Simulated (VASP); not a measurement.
Energy against volume of MgO (rock salt). Calculation: rev-vdW-DF2, VASP's PBE PAW potentials (set 64) (plane waves; VASP).

```tsv
V (Å³/atom)	E (eV/atom)
8.842	-4.77368
9.124	-4.78830
9.406	-4.79306
9.688	-4.78942
9.970	-4.77854
```

Q: Fit a third-order Birch-Murnaghan equation of state.

A: 
| Quantity | Value |
|---|---|
| volume per atom | 9.42 Å³/atom |
| bulk modulus | 158 GPa |
| pressure derivative of the bulk modulus | 4.16 |
| lattice constant a | 4.223 Å |

Measured: bulk modulus 170 GPa at 0 K (computed value off by -6.8 %), as given by Daniel Mejia-Rodriguez et al., Physical Review B (2018), arXiv:1807.09216 [0 K value with the zero-point phonon effect removed]; a 4.189 Å at 0 K (computed value off by +0.8 %), as given by Daniel Mejia-Rodriguez et al., Physical Review B (2018), arXiv:1807.09216 [static lattice: zero-point anharmonic expansion removed].

The compound is MgO in the rock salt structure. It was relaxed first.
